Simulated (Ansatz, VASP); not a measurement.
# WSeS in two plane-wave programs, part 2 of 2

One calculation is typed for both programs; each brings its own data sets. How far apart do they land? The cell is taken from a series of runs on this material, whose earlier steps may have relaxed, scaled, displaced or heated it; both programs get it as it stands.

VASP 6.6.1 and Ansatz 0.2.0.

So far. Step 4 (Side by side): The forces differ by 12 meV/Å r.m.s., which is 7.9 % of the r.m.s. force of 0.157 eV/Å (both taken over all components). A gap on the mesh is an upper bound, since the band edges may lie between its points; neither run holds spin-orbit coupling, which can move the band edges of a compound of W.

## Step 5: VASP: single point, LDA, spin-orbit coupling

Level of this step: LDA, spin-orbit coupling, no spin polarisation; plane waves and PAW (W, Se, S) (VASP).

A single point gives forces, pressure and levels at one fixed geometry, so differences don't come from the geometry; what else differs is listed under the comparison.

The input, INCAR:

```
SYSTEM = WSeS
PREC = Accurate
ENCUT = 600
EDIFF = 1E-06
NELM = 200
ISMEAR = -1
SIGMA = 0.02
LREAL = .FALSE.
ALGO = Normal
GGA = CA
LNONCOLLINEAR = .TRUE.
MAGMOM = 0 0 0 0 0 0 0 0 0 0 0 0 0 0 0 0 0 0
NBANDS = 48
GGA_COMPAT = .FALSE.
LASPH = .TRUE.
LSORBIT = .TRUE.
LMAXMIX = 4
LORBIT = 11
LWAVE = .FALSE.
LCHARG = .FALSE.
ISIF = 2
EFERMI = MIDGAP
KPAR = 2
```

The input, POSCAR:

```
WSeS
1.0
    3.2481130316      0.0000000000      0.0000000000
   -1.6240565158      2.8129483997      0.0000000000
    0.0000000000      0.0000000000     13.4587627587
W Se S
2 2 2
Direct
    0.3333333300      0.6666666700      0.2568466400
    0.6666666700      0.3333333300      0.7431533600
    0.3333333300      0.6666666700      0.8692758900
    0.6666666700      0.3333333300      0.1307241100
    0.6666666700      0.3333333300      0.3702379300
    0.3333333300      0.6666666700      0.6297620700
```

The input, KPOINTS:

```
Automatic mesh
0
Gamma
12 12 2
0 0 0
```

Potentials, in the order of the species: W, Se and S (LDA family, release 64).

Started as:

```bash
mpirun -np 2 vasp_ncl
```

Numbers of over 12 decimals in the logs are rounded to 6 here.

The log of the run:

```text
[... set-up lines as in an earlier step ...]
 entering main loop
       N       E                     dE             d eps       ncg     rms          rms(c)
DAV:   1     0.202284279318E+03    0.20228E+03   -0.16929E+04  3648   0.147E+03
DAV:   2    -0.336565216047E+02   -0.23594E+03   -0.22565E+03  4752   0.275E+02
DAV:   3    -0.527482815637E+02   -0.19092E+02   -0.18835E+02  4528   0.772E+01
DAV:   4    -0.533327292764E+02   -0.58445E+00   -0.58076E+00  5144   0.135E+01
[...]
DAV:  13    -0.508430339719E+02   -0.11363E-04   -0.15254E-04  4568   0.634E-02    0.689E-02
DAV:  14    -0.508430317836E+02    0.21883E-05   -0.14739E-05  4656   0.224E-02    0.336E-02
DAV:  15    -0.508430316082E+02    0.17541E-06   -0.48654E-06  4360   0.110E-02
   1 F= -.50843032E+02 E0= -.50843032E+02  d E =-.333195E-12  mag=    -0.0000    -0.0000     0.0000
```

OUTCAR, selected parts (step 5):

```text
  Total       -4.6298964     -4.6298964     -3.2855993      0.0000000     -0.0000000      0.0000000
  in kB      -60.3231225    -60.3231225    -42.8082179      0.0000000     -0.0000000      0.0000000
  external PRESSURE =     -54.4848210 kB  Pullay stress =       0.0000000 kB

 POSITION                                       TOTAL-FORCE (eV/Angst)
 -----------------------------------------------------------------------------------
     -0.00000      1.87530      3.45684        -0.000000      0.000000      0.059992
      1.62406      0.93765     10.00192         0.000000     -0.000000     -0.059992
     -0.00000      1.87530     11.69938        -0.000000      0.000000     -0.295097
      1.62406      0.93765      1.75938         0.000000     -0.000000      0.295097
      1.62406      0.93765      4.98294         0.000000     -0.000000     -0.358058
     -0.00000      1.87530      8.47582        -0.000000      0.000000      0.358058
 -----------------------------------------------------------------------------------
    total drift:                                0.000000      0.000000      0.000000

  FREE ENERGIE OF THE ION-ELECTRON SYSTEM (eV)
  ---------------------------------------------------
  free  energy   TOTEN  =       -50.8430316082 eV

  energy  without entropy=      -50.8430316082  energy(sigma->0) =      -50.84303161

 magnetization (x)
# of ion       s       p       d       tot
------------------------------------------
    1        0.000   0.000   0.000   0.000
    2        0.000   0.000   0.000   0.000
    3        0.000   0.000   0.000   0.000
    4        0.000   0.000   0.000   0.000
    5        0.000   0.000   0.000   0.000
    6        0.000  -0.000   0.000  -0.000
--------------------------------------------------
tot          0.000  -0.000   0.000   0.000

 magnetization (y)
# of ion       s       p       d       tot
------------------------------------------
    1        0.000   0.000   0.000   0.000
    2        0.000   0.000   0.000   0.000
    3        0.000   0.000   0.000   0.000
    4        0.000   0.000   0.000   0.000
    5        0.000  -0.000   0.000  -0.000
    6        0.000  -0.000   0.000  -0.000
--------------------------------------------------
tot          0.000  -0.000   0.000  -0.000

 magnetization (z)
# of ion       s       p       d       tot
------------------------------------------
    1        0.000   0.000   0.000   0.000
    2        0.000   0.000   0.000   0.000
    3        0.000   0.000   0.000   0.000
    4        0.000   0.000   0.000   0.000
    5        0.000   0.000   0.000   0.000
    6        0.000   0.000   0.000   0.000
--------------------------------------------------
tot          0.000   0.000   0.000   0.000

[... 1 part as in an earlier step ...]

[... 2 further parts left out ...]
[key lines of the parts left out:]
E-fermi :   5.4215
```

The run ends at a pressure of -5.45 GPa, with forces up to 0.36 eV/Å.

## Step 6: Ansatz: single point, LDA, spin-orbit coupling

The same cell, functional (in two slightly different forms), mesh and smearing now go to Ansatz, which takes its cutoff from its data sets.

The cell is taken from a series of runs on this material, whose earlier steps may have relaxed, scaled, displaced or heated it; both programs get it as it stands.

The input, input.yaml:

```yaml
crystal:
  lattice:
    - [3.2481130316, 0.0, 0.0]
    - [-1.6240565158, 2.8129483997, 0.0]
    - [0.0, 0.0, 13.4587627587]
  atoms:
    - { symbol: W, position: [0.33333333, 0.66666667, 0.25684664] }
    - { symbol: W, position: [0.66666667, 0.33333333, 0.74315336] }
    - { symbol: Se, position: [0.33333333, 0.66666667, 0.86927589] }
    - { symbol: Se, position: [0.66666667, 0.33333333, 0.13072411] }
    - { symbol: S, position: [0.66666667, 0.33333333, 0.37023793] }
    - { symbol: S, position: [0.33333333, 0.66666667, 0.62976207] }
kpoints:
  mp_grid: { grid: [12, 12, 2] }
  band_path:
    path:
      - [0.0, 0.0, 0.0]
      - [0.5, 0.0, 0.0]
      - [0.33333333, 0.33333333, 0.0]
      - [0.0, 0.0, 0.5]
      - [0.5, 0.0, 0.5]
      - [0.33333333, 0.33333333, 0.5]
      - [0.1666666667, 0.1666666667, 0.0]
    npoints: 1
hamiltonian:
  xc: lda
  pseudopotentials: { kind: paw_fr, azcp: { folder: soft_1 }, xc_functional: pbe }
scf:
  occupations: { method: fermi_dirac, width: 0.02 }
  n_extra_bands: 12
magnetization:
  noncollinear: true
  spin_orbit: true
output:
  eigenvalues: true
  forces: true
  stress: true
```

Started as:

```bash
ansatz run input.yaml --threads 4 --pin off --max-ram 138240MiB --backend cuda --events-out ev --progress --plain --runs-dir out --devices 1 --max-vram 26GiB
```

The log of the run:

```text
[...]
GPUs: using 1 of 1 available (devices: 1).
[...]
non-collinear run that drives no moment, with spin-orbit: no starting moment large enough to seed its density (crystal.atoms[].spin), no starting occupations that ask for one, no magnetisation constraint and no magnetic field, so the semilocal B_xc is pinned to zero
[...]
k-point 1: bands = [... 68 lower, 10.1320, 10.1320, 10.4680, 10.4680, 12.9235, 12.9235, 12.9256, 12.9256, ... 8 higher]
  k-point 2: bands = [... 68 lower, 9.7415, 9.7415, 10.4358, 10.4358, 12.7385, 12.7385, 12.8180, 12.8180, ... 8 higher]
  k-point 37: bands = [... 68 lower, 9.8617, 9.8617, 10.3127, 10.3127, 11.7181, 11.7181, 11.7474, 11.7474, ... 8 higher]
[key lines of the parts left out:]
SCF converged after 10 iterations
Magnetization: |M| = 0.0000 μB,  M = (+0.0000, +0.0000, +0.0000) μB
Free energy (F): -32818.962976 eV
Fermi energy:    11.069656 eV
P = ⅓ Tr σ = -5.3108 GPa (-53.108 kbar)
```

## Step 7: Differences

What differs besides the data sets and the points named for the pairs above, as far as they apply: spin-orbit coupling enters by fully relativistic files in Ansatz and inside the spheres in VASP; the data sets hold 72 valence electrons in Ansatz (on its PAW fully relativistic soft_1 files) and 36 in VASP. Total energies have different zeros and are not compared.

Compared:

```tsv
quantity	Ansatz	VASP	difference
pressure (GPa)	-5.31	-5.45	+0.14
gap on the k mesh (eV)	0.993	1.002	-0.009
```

Forces (eV/Å; atoms numbered as in POSCAR):

```tsv
atom	Ansatz x, y, z	VASP x, y, z
W1	0.000, 0.000, 0.030	0.000, 0.000, 0.060
W2	0.000, 0.000, -0.030	0.000, 0.000, -0.060
Se3	0.000, 0.000, -0.301	0.000, 0.000, -0.295
Se4	0.000, 0.000, 0.301	0.000, 0.000, 0.295
S5	0.000, 0.000, -0.334	0.000, 0.000, -0.358
S6	0.000, 0.000, 0.334	0.000, 0.000, 0.358
```

The forces differ by 13 meV/Å r.m.s., which is 8.3 % of the r.m.s. force of 0.156 eV/Å (both taken over all components). A gap on the mesh is an upper bound, since the band edges may lie between its points.

## Step 8: Outcome

```
r.m.s. force difference (single point, LDA)                      : 12 meV/Å
r.m.s. force difference (single point, LDA, spin-orbit coupling) : 13 meV/Å
```

**Reading.** The r.m.s. force difference is 13 meV/Å (single point, LDA, spin-orbit coupling), beyond the 12 meV/Å picked in this series as the mark of a large difference. The data sets hold unlike numbers of valence electrons (72 in Ansatz and 36 in VASP), so part of the differences comes from the potentials. What causes the difference of the single point, LDA pair stays open here. What causes the difference of the single point, LDA, spin-orbit coupling pair stays open here. How closely two codes agree says nothing of how well the functional describes the real material.

[Lines on the potential files, build, host, timing and source positions are cut from VASP's logs without a mark.]

[Logs are printed without paths, hosts, clocks, repeated set-up lines and the standing remarks that a program may print on its own settings, such as how far it seeks lower states.]

[Hosts, paths, dates, database ids (printed as entryN), source tags and the programs' standing remarks are cut or masked in the printed files.]
